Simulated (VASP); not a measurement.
Computed with PBE GGA, VASP's PBE PAW potentials (set 64) (plane waves; VASP 6.6.1).

The input files of a VASP run:

File KPOINTS:
```
Automatic mesh
0
G
1 1 1
0 0 0
```

**POSCAR**
```
Ga35N36Si
1.0
  4.8683178927  -8.4321738171   0.0000000000
  4.8683178927   8.4321738171   0.0000000000
  0.0000000000   0.0000000000  10.5562839806
Ga N Si
35 36 1
direct
  0.2222220000   0.1111110000   0.2500000000
  0.1111110000   0.2222220000   0.0000000000
  0.2222220000   0.1111110000   0.7500000000
  0.1075820000   0.2211740000   0.4992540000
  0.2161800000   0.4414330000   0.2457970000
  0.1111110000   0.5555560000   0.0000000000
  0.2260990000   0.4435850000   0.7485860000
  0.1102450000   0.5540330000   0.5045960000
  0.2222220000   0.7777780000   0.2500000000
  0.1111110000   0.8888890000   0.0000000000
  0.2222220000   0.7777780000   0.7500000000
  0.1111110000   0.8888890000   0.5000000000
  0.5555560000   0.1111110000   0.2500000000
  0.4444440000   0.2222220000   0.0000000000
  0.5555560000   0.1111110000   0.7500000000
  0.4461440000   0.2185300000   0.4976840000
  0.5575120000   0.4476160000   0.2539430000
  0.4444440000   0.5555560000   0.0000000000
  0.5498240000   0.4400290000   0.7534860000
  0.5602940000   0.7819460000   0.2489580000
  0.4444440000   0.8888890000   0.0000000000
  0.5493940000   0.7740510000   0.7528080000
  0.4446970000   0.8860930000   0.4977150000
  0.8888890000   0.1111110000   0.2500000000
  0.7777780000   0.2222220000   0.0000000000
  0.8888890000   0.1111110000   0.7500000000
  0.7777780000   0.2222220000   0.5000000000
  0.8888890000   0.4444440000   0.2500000000
  0.7777780000   0.5555560000   0.0000000000
  0.8888890000   0.4444440000   0.7500000000
  0.7758290000   0.5530480000   0.4974090000
  0.8888890000   0.7777780000   0.2500000000
  0.7777780000   0.8888890000   0.0000000000
  0.8888890000   0.7777780000   0.7500000000
  0.7772860000   0.8904000000   0.5000870000
  0.2222220000   0.1111110000   0.4385000000
  0.1111110000   0.2222220000   0.1885000000
  0.2222220000   0.1111110000   0.9385000000
  0.1111110000   0.2222220000   0.6885000000
  0.2230530000   0.4445900000   0.4340300000
  0.1111110000   0.5555560000   0.1885000000
  0.2222220000   0.4444440000   0.9385000000
  0.1111110000   0.5555560000   0.6885000000
  0.2222220000   0.7777780000   0.4385000000
  0.1111110000   0.8888890000   0.1885000000
  0.2222220000   0.7777780000   0.9385000000
  0.1111110000   0.8888890000   0.6885000000
  0.5555560000   0.1111110000   0.4385000000
  0.4444440000   0.2222220000   0.1885000000
  0.5555560000   0.1111110000   0.9385000000
  0.4444440000   0.2222220000   0.6885000000
  0.5519610000   0.4441200000   0.4357410000
  0.4444440000   0.5555560000   0.1885000000
  0.5555560000   0.4444440000   0.9385000000
  0.4470490000   0.5578830000   0.6904340000
  0.5553230000   0.7724720000   0.4391340000
  0.4444440000   0.8888890000   0.1885000000
  0.5555560000   0.7777780000   0.9385000000
  0.4444440000   0.8888890000   0.6885000000
  0.8888890000   0.1111110000   0.4385000000
  0.7777780000   0.2222220000   0.1885000000
  0.8888890000   0.1111110000   0.9385000000
  0.7777780000   0.2222220000   0.6885000000
  0.8888890000   0.4444440000   0.4385000000
  0.7777780000   0.5555560000   0.1885000000
  0.8888890000   0.4444440000   0.9385000000
  0.7777780000   0.5555560000   0.6885000000
  0.8888890000   0.7777780000   0.4385000000
  0.7777780000   0.8888890000   0.1885000000
  0.8888890000   0.7777780000   0.9385000000
  0.7777780000   0.8888890000   0.6885000000
  0.4397140000   0.5552520000   0.4992920000
```

### INCAR
```
# general
SYSTEM  = Ga35N36Si
PREC    = Normal
ENCUT   = 400
LREAL   = Auto
LASPH   = .TRUE.
ISYM    = 0

# electronic loop
EDIFF   = 1E-5   # SCF stop (eV)
NELM    = 100
NELMIN  = 4
ALGO    = Fast   # Davidson, then RMM-DIIS
LMAXMIX = 4   # l cut-off of mixed one-centre charges

# smearing
ISMEAR  = 0   # Gaussian
SIGMA   = 0.05   # width (eV)

# functional
GGA     = PE   # PBE

# spin
ISPIN   = 2   # spin-polarised
MAGMOM  = 72*0.0139
NUPDOWN = 1

# ions
IBRION  = 2   # conjugate gradients
NSW     = 60
ISIF    = 2   # forces and stress, cell fixed
EDIFFG  = -0.03

# output
LWAVE   = .TRUE.
LCHARG  = .FALSE.
LORBIT  = 10
```

POTCAR, in this order: Ga N Si (PBE.64 set). Program: vasp_gam.

The run wrote:

OSZICAR:
```
...
RMM:   8    -0.436775485990E+03   -0.73177E-05   -0.98922E-05   645   0.191E-02
   4 F= -.43677549E+03 E0= -.43677549E+03  d E =-.239565E+00  mag=     1.0000
       N       E                     dE             d eps       ncg     rms          rms(c)
DAV:   1    -0.436776151139E+03   -0.67247E-03   -0.24953E-01   880   0.122E+00    0.129E-01
RMM:   2    -0.436776457828E+03   -0.30669E-03   -0.50272E-03   729   0.139E-01    0.500E-02
RMM:   3    -0.436776448005E+03    0.98224E-05   -0.70392E-04   732   0.523E-02    0.324E-02
RMM:   4    -0.436776442415E+03    0.55907E-05   -0.15760E-04   695   0.246E-02    0.143E-02
RMM:   5    -0.436776444491E+03   -0.20764E-05   -0.29448E-05   498   0.111E-02
   5 F= -.43677644E+03 E0= -.43677644E+03  d E =-.240523E+00  mag=     1.0000
       N       E                     dE             d eps       ncg     rms          rms(c)
DAV:   1    -0.436819731001E+03   -0.43289E-01   -0.70757E+00   752   0.672E+00    0.576E-01
RMM:   2    -0.436828253280E+03   -0.85223E-02   -0.15327E-01   728   0.858E-01    0.282E-01
RMM:   3    -0.436828481081E+03   -0.22780E-03   -0.25312E-02   800   0.315E-01    0.208E-01
RMM:   4    -0.436827616429E+03    0.86465E-03   -0.58242E-03   729   0.157E-01    0.663E-02
RMM:   5    -0.436827591402E+03    0.25027E-04   -0.11317E-03   789   0.692E-02    0.450E-02
RMM:   6    -0.436827582636E+03    0.87667E-05   -0.71341E-04   766   0.422E-02    0.298E-02
RMM:   7    -0.436827568661E+03    0.13975E-04   -0.79783E-05   655   0.199E-02    0.125E-02
RMM:   8    -0.436827573182E+03   -0.45207E-05   -0.61762E-05   602   0.136E-02
   6 F= -.43682757E+03 E0= -.43682757E+03  d E =-.511287E-01  mag=     1.0000
       N       E                     dE             d eps       ncg     rms          rms(c)
DAV:   1    -0.436827936663E+03   -0.36800E-03   -0.72579E-02   848   0.680E-01    0.603E-02
RMM:   2    -0.436828029195E+03   -0.92533E-04   -0.17070E-03   728   0.905E-02    0.289E-02
RMM:   3    -0.436828034741E+03   -0.55453E-05   -0.29028E-04   794   0.334E-02    0.224E-02
RMM:   4    -0.436828025146E+03    0.95950E-05   -0.69701E-05   661   0.171E-02
   7 F= -.43682803E+03 E0= -.43682803E+03  d E =-.515807E-01  mag=     1.0000
       N       E                     dE             d eps       ncg     rms          rms(c)
DAV:   1    -0.436838154191E+03   -0.10119E-01   -0.40129E+00   740   0.506E+00    0.378E-01
RMM:   2    -0.436843424873E+03   -0.52707E-02   -0.69483E-02   728   0.559E-01    0.157E-01
RMM:   3    -0.436843692619E+03   -0.26775E-03   -0.98792E-03   761   0.208E-01    0.115E-01
RMM:   4    -0.436843422786E+03    0.26983E-03   -0.19402E-03   730   0.949E-02    0.382E-02
RMM:   5    -0.436843459746E+03   -0.36960E-04   -0.49427E-04   830   0.438E-02    0.196E-02
RMM:   6    -0.436843462176E+03   -0.24307E-05   -0.68648E-05   649   0.179E-02
   8 F= -.43684346E+03 E0= -.43684346E+03  d E =-.154370E-01  mag=     1.0000
       N       E                     dE             d eps       ncg     rms          rms(c)
DAV:   1    -0.436843652093E+03   -0.19235E-03   -0.10377E-01   864   0.814E-01    0.617E-02
RMM:   2    -0.436843789942E+03   -0.13785E-03   -0.18066E-03   729   0.902E-02    0.260E-02
RMM:   3    -0.436843798498E+03   -0.85557E-05   -0.27006E-04   767   0.341E-02    0.187E-02
RMM:   4    -0.436843792114E+03    0.63840E-05   -0.50927E-05   618   0.154E-02
   9 F= -.43684379E+03 E0= -.43684379E+03  d E =-.157670E-01  mag=     1.0000
       N       E                     dE             d eps       ncg     rms          rms(c)
DAV:   1    -0.436847959094E+03   -0.41606E-02   -0.79602E-01   740   0.226E+00    0.179E-01
RMM:   2    -0.436849019607E+03   -0.10605E-02   -0.15111E-02   728   0.277E-01    0.879E-02
RMM:   3    -0.436849126355E+03   -0.10675E-03   -0.26594E-03   806   0.104E-01    0.631E-02
RMM:   4    -0.436849051091E+03    0.75264E-04   -0.52224E-04   729   0.493E-02    0.205E-02
RMM:   5    -0.436849050564E+03    0.52674E-06   -0.96648E-05   720   0.214E-02
  10 F= -.43684905E+03 E0= -.43684905E+03  d E =-.525845E-02  mag=     1.0000
       N       E                     dE             d eps       ncg     rms          rms(c)
DAV:   1    -0.436849155883E+03   -0.10479E-03   -0.33023E-02   880   0.462E-01    0.390E-02
RMM:   2    -0.436849216120E+03   -0.60237E-04   -0.75888E-04   728   0.635E-02    0.213E-02
RMM:   3    -0.436849220685E+03   -0.45652E-05   -0.12451E-04   701   0.232E-02    0.157E-02
RMM:   4    -0.436849216491E+03    0.41942E-05   -0.29421E-05   475   0.117E-02
  11 F= -.43684922E+03 E0= -.43684922E+03  d E =-.542438E-02  mag=     1.0000
       N       E                     dE             d eps       ncg     rms          rms(c)
DAV:   1    -0.436850290965E+03   -0.10703E-02   -0.39031E-01   740   0.161E+00    0.115E-01
RMM:   2    -0.436850777539E+03   -0.48657E-03   -0.66597E-03   728   0.180E-01    0.508E-02
RMM:   3    -0.436850821879E+03   -0.44340E-04   -0.10706E-03   783   0.681E-02    0.368E-02
RMM:   4    -0.436850796156E+03    0.25723E-04   -0.19109E-04   733   0.301E-02    0.118E-02
RMM:   5    -0.436850798517E+03   -0.23606E-05   -0.43780E-05   535   0.140E-02
  12 F= -.43685080E+03 E0= -.43685080E+03  d E =-.158203E-02  mag=     1.0000
       N       E                     dE             d eps       ncg     rms          rms(c)
DAV:   1    -0.436850803109E+03   -0.69526E-05   -0.21641E-03   880   0.120E-01    0.993E-03
RMM:   2    -0.436850807231E+03   -0.41225E-05   -0.49134E-05   546   0.157E-02    0.520E-03
RMM:   3    -0.436850807601E+03   -0.36930E-06   -0.74789E-06   430   0.611E-03    0.366E-03
RMM:   4    -0.436850807534E+03    0.66815E-07   -0.17899E-06   359   0.286E-03
  13 F= -.43685081E+03 E0= -.43685081E+03  d E =-.159104E-02  mag=     1.0000
       N       E                     dE             d eps       ncg     rms          rms(c)
DAV:   1    -0.436851183371E+03   -0.37577E-03   -0.19174E-01   740   0.112E+00    0.813E-02
RMM:   2    -0.436851455907E+03   -0.27254E-03   -0.35556E-03   728   0.132E-01    0.378E-02
RMM:   3    -0.436851486592E+03   -0.30686E-04   -0.61342E-04   814   0.494E-02    0.286E-02
RMM:   4    -0.436851468957E+03    0.17635E-04   -0.10682E-04   732   0.226E-02    0.893E-03
RMM:   5    -0.436851468992E+03   -0.34797E-07   -0.20091E-05   455   0.101E-02
  14 F= -.43685147E+03 E0= -.43685147E+03  d E =-.661458E-03  mag=     1.0000
       N       E                     dE             d eps       ncg     rms          rms(c)
DAV:   1    -0.436851468317E+03    0.63972E-06   -0.11795E-05   552   0.112E-02    0.258E-03
RMM:   2    -0.436851468790E+03   -0.47271E-06   -0.51322E-06   422   0.570E-03    0.225E-03
RMM:   3    -0.436851468783E+03    0.67084E-08   -0.66179E-07   264   0.222E-03    0.168E-03
RMM:   4    -0.436851468801E+03   -0.17841E-07   -0.85845E-07   289   0.209E-03
  15 F= -.43685147E+03 E0= -.43685147E+03  d E =-.661268E-03  mag=     1.0000
       N       E                     dE             d eps       ncg     rms          rms(c)
DAV:   1    -0.436851571044E+03   -0.10226E-03   -0.80063E-02   740   0.725E-01    0.537E-02
RMM:   2    -0.436851684980E+03   -0.11394E-03   -0.14491E-03   728   0.840E-02    0.239E-02
RMM:   3    -0.436851697264E+03   -0.12285E-04   -0.23793E-04   795   0.315E-02    0.174E-02
RMM:   4    -0.436851690895E+03    0.63693E-05   -0.40064E-05   559   0.140E-02
  16 F= -.43685169E+03 E0= -.43685169E+03  d E =-.222094E-03  mag=     1.0000
       N       E                     dE             d eps       ncg     rms          rms(c)
DAV:   1    -0.436851694006E+03    0.32589E-05   -0.82303E-04   880   0.738E-02    0.581E-03
RMM:   2    -0.436851694853E+03   -0.84725E-06   -0.14053E-05   408   0.827E-03    0.244E-03
RMM:   3    -0.436851694824E+03    0.28722E-07   -0.14099E-06   366   0.283E-03    0.129E-03
RMM:   4    -0.436851694746E+03    0.77718E-07   -0.91251E-08   118   0.134E-03
  17 F= -.43685169E+03 E0= -.43685169E+03  d E =-.225945E-03  mag=     1.0000
```

**OUTCAR**
```
------------------------ aborting loop because EDIFF is reached ----------------------------------------
  FORCE on cell =-STRESS in cart. coord.  units (eV):
  Direction    XX          YY          ZZ          XY          YZ          ZX
  --------------------------------------------------------------------------------------
  Total      -11.2202284    -10.9080087    -18.7769546     -0.0317421      0.0212446      0.0271570
  in kB      -20.7421008    -20.1649206    -34.7117252     -0.0586795      0.0392735      0.0502034
  external PRESSURE =     -25.2062489 kB  Pullay stress =       0.0000000 kB
  volume of cell :      866.68
      direct lattice vectors                 reciprocal lattice vectors
     4.868317893 -8.432173817  0.000000000     0.102704879 -0.059296690  0.000000000
     4.868317893  8.432173817  0.000000000     0.102704879  0.059296690  0.000000000
     0.000000000  0.000000000 10.556283981     0.000000000  0.000000000  0.094730305
  FREE ENERGIE OF THE ION-ELECTRON SYSTEM (eV)
  ---------------------------------------------------
  free  energy   TOTEN  =      -436.8516947464 eV

  energy  without entropy=     -436.8516947464  energy(sigma->0) =     -436.85169475

 total charge

# of ion       s       p       d       tot
------------------------------------------
    1        0.992   1.342   0.357   2.692
    2        0.991   1.327   0.351   2.669
    3        0.993   1.340   0.356   2.689
    4        0.988   1.300   0.340   2.628
    5        0.990   1.320   0.347   2.656
    6        0.991   1.327   0.351   2.669
    7        0.991   1.315   0.346   2.653
    8        0.988   1.300   0.340   2.628
    9        0.992   1.342   0.357   2.692
   10        0.992   1.344   0.357   2.693
   11        0.993   1.340   0.356   2.688
   12        0.993   1.340   0.353   2.686
   13        0.992   1.339   0.356   2.686
   14        0.991   1.327   0.351   2.669
   15        0.992   1.338   0.355   2.686
   16        0.988   1.300   0.339   2.628
   17        0.990   1.320   0.347   2.657
   18        0.996   1.357   0.362   2.715
   19        0.991   1.315   0.346   2.653
   20        0.990   1.321   0.347   2.658
   21        0.991   1.328   0.351   2.670
   22        0.991   1.315   0.346   2.652
   23        0.988   1.300   0.339   2.628
   24        0.992   1.339   0.356   2.686
   25        0.992   1.342   0.357   2.691
   26        0.993   1.339   0.355   2.686
   27        0.993   1.337   0.354   2.685
   28        0.992   1.339   0.356   2.686
   29        0.991   1.328   0.351   2.669
   30        0.993   1.339   0.355   2.686
   31        0.988   1.301   0.340   2.629
   32        0.992   1.342   0.357   2.692
   33        0.991   1.328   0.351   2.669
   34        0.993   1.340   0.356   2.688
   35        0.988   1.300   0.339   2.628
   36        1.239   2.448   0.000   3.687
   37        1.238   2.440   0.000   3.678
   38        1.238   2.446   0.000   3.684
   39        1.238   2.447   0.000   3.686
   40        1.239   2.469   0.000   3.707
   41        1.238   2.440   0.000   3.679
   42        1.238   2.442   0.000   3.680
   43        1.238   2.447   0.000   3.686
   44        1.239   2.447   0.000   3.686
   45        1.237   2.447   0.000   3.684
   46        1.238   2.446   0.000   3.684
   47        1.238   2.446   0.000   3.683
   48        1.240   2.431   0.000   3.671
   49        1.238   2.440   0.000   3.678
   50        1.238   2.445   0.000   3.683
   51        1.238   2.447   0.000   3.686
   52        1.239   2.469   0.000   3.707
   53        1.237   2.457   0.000   3.694
   54        1.238   2.442   0.000   3.680
   55        1.237   2.477   0.000   3.714
   56        1.239   2.469   0.000   3.708
   57        1.238   2.441   0.000   3.679
   58        1.238   2.442   0.000   3.680
   59        1.238   2.447   0.000   3.686
   60        1.240   2.431   0.000   3.671
   61        1.237   2.448   0.000   3.686
   62        1.238   2.445   0.000   3.683
   63        1.238   2.447   0.000   3.685
   64        1.240   2.431   0.000   3.671
   65        1.238   2.441   0.000   3.679
   66        1.238   2.445   0.000   3.683
   67        1.238   2.447   0.000   3.686
   68        1.239   2.447   0.000   3.686
   69        1.238   2.441   0.000   3.679
   70        1.238   2.446   0.000   3.684
   71        1.238   2.447   0.000   3.685
   72        0.671   0.902   0.000   1.573
--------------------------------------------------
tot         79.940 135.466  12.274 227.680

 magnetization (x)

# of ion       s       p       d       tot
------------------------------------------
    1        0.007  -0.000  -0.000   0.007
    2        0.008  -0.000  -0.000   0.008
    3        0.008  -0.000  -0.000   0.007
    4        0.009  -0.000  -0.000   0.009
    5        0.008  -0.000  -0.000   0.007
    6        0.008  -0.000  -0.000   0.008
    7        0.008  -0.000  -0.000   0.008
    8        0.009  -0.000  -0.000   0.009
    9        0.007  -0.000  -0.000   0.007
...
```
(Selected blocks of OUTCAR.)

**CONTCAR**
```
Ga35N36Si
   1.00000000000000
     4.8683178927000004   -8.4321738171000007    0.0000000000000000
     4.8683178927000004    8.4321738171000007    0.0000000000000000
     0.0000000000000000    0.0000000000000000   10.5562839805999999
  Ga              N               Si
    35    36     1
Direct
     0.2220612624388014    0.1108939797905682    0.2493794977023929
     0.1115752708552632    0.2230005170388647    0.9998125548566068
     0.2217285865636671    0.1104132357907196    0.7509060123091635
     0.1125315977145971    0.2214961497502101    0.5008550753535665
     0.2249419711762682    0.4457979462950455    0.2504609793593744
     0.1115307224608808    0.5551646661651707    0.9997775283575591
     0.2214857660342701    0.4438195147093722    0.7473061055742301
     0.1124647729353789    0.5572095750075420    0.5010883698977443
     0.2220402927035875    0.7776391539853488    0.2494210337882334
     0.1109753320587024    0.8887237309875907    0.9999329165088873
     0.2217944093846073    0.7776988316250196    0.7508527027228208
     0.1108038801589601    0.8885895071609161    0.5003431611136785
     0.5560256131565807    0.1112547587647192    0.2497414912661342
     0.4446533762359621    0.2229276106901673    0.9997330577198056
     0.5555650580307481    0.1108827996971475    0.7506244288481452
     0.4420386848147898    0.2214618435929636    0.5008848112392275
     0.5540321711207505    0.4456112422264898    0.2504829376051301
     0.4442406062034140    0.5553574076775167    0.9987393375527136
     0.5552985923159610    0.4436972067019945    0.7473426481706933
     0.5541792956590625    0.7750312406218849    0.2504386673994305
     0.4447018241336735    0.8882217467254668    0.9998862803814701
     0.5553868212135821    0.7778408837507381    0.7475160430615228
     0.4420038211850709    0.8864450866788269    0.5009266972717823
     0.8884591090730068    0.1112520395349355    0.2497239360402336
     0.7776871995513467    0.2221470120086231    0.9997922347140307
     0.8885353884424403    0.1109770203574618    0.7506466613955415
     0.7775745411994663    0.2219599817119530    0.5009984847960643
     0.8884746318186971    0.4438294448541329    0.2497131777898626
     0.7767456571072771    0.5551016560026104    0.9999038625375614
     0.8884413524495501    0.4439613330310504    0.7506761026441107
     0.7774553190428295    0.5571930179082498    0.5009404758286428
     0.8888430951649637    0.7777519478603783    0.2494455829191129
     0.7768712528702663    0.8883370458516845    0.9998175656670477
     0.8888643494972760    0.7775246337628593    0.7509082149260876
     0.7775724019272952    0.8865815442762049    0.5010546084832624
     0.2218473450520899    0.1106036687716433    0.4378034791149642
     0.1117708100306323    0.2238070553977556    0.1897202620917194
     0.2222213153295086    0.1112674979662579    0.9390795825218697
     0.1108894610729003    0.2217783521912454    0.6881721017064387
     0.2422583570202749    0.4543009371336860    0.4445094430519112
     0.1117258961675605    0.5545270069919819    0.1896510156136770
     0.2232817180325481    0.4449224461051430    0.9353076837476333
     0.1108436072436108    0.5553775628649315    0.6883052610135524
     0.2217992791479752    0.7774186783007589    0.4378721464883967
     0.1109669823355726    0.8887400820673904    0.1882915778638442
     0.2223269600379396    0.7775367462679832    0.9390830351289952
     0.1107487559417751    0.8885422024920958    0.6886446016669442
     0.5550158139270162    0.1104977602939275    0.4386441921830500
     0.4452913517776270    0.2237876779346008    0.1896473852926178
     0.5550518020293119    0.1107435747765398    0.9389314670822109
     0.4439397731146673    0.2216902466644397    0.6882003643662641
     0.5447984116594544    0.4542106803542139    0.4444712379621086
     0.4443437115851578    0.5554853616675560    0.1864666828301847
     0.5547488625472445    0.4448723773722251    0.9352805479548189
     0.4440350722929853    0.5551646886538028    0.6698585158333347
     0.5449550037291514    0.7567908486450807    0.4444407467528183
     0.4452574593766691    0.8879846707145413    0.1897383448618621
     0.5547914346296304    0.7764152729667573    0.9353961538714557
     0.4439880561938247    0.8884316116154407    0.6882289288363423
     0.8886439357148358    0.1105484205835950    0.4386274693316575
     0.7776910973288323    0.2221775118212987    0.1882016950963933
     0.8890103436337460    0.1108236613359938    0.9389208904960076
     0.7775491333383998    0.2219588473310714    0.6890400108568109
     0.8885873236898445    0.4444191856123806    0.4386189641898041
     0.7758974550849974    0.5545549832992729    0.1897207762368714
     0.8889207764109287    0.4447906502480931    0.9389493165255666
     0.7774151515711872    0.5553605723837606    0.6882047766759515
     0.8886203919039803    0.7774650522340277    0.4378587988436122
     0.7759685734920388    0.8880166188179531    0.1896282545615396
     0.8883793254055812    0.7774466788817870    0.9391234137796677
     0.7775030580443846    0.8884653389154556    0.6883198620532528
     0.4439621674071075    0.5550911577308847    0.4999217677139176
```

At this cut-off the stress carries a Pulay error, which pulls relaxed volumes low. The supercell is sampled at Γ alone, which is coarse: total energies, pressure and levels can be off, energies of defects by several tenths of an eV.

The cell is a supercell with a defect, built from GaN (wurtzite): Si_Ga.
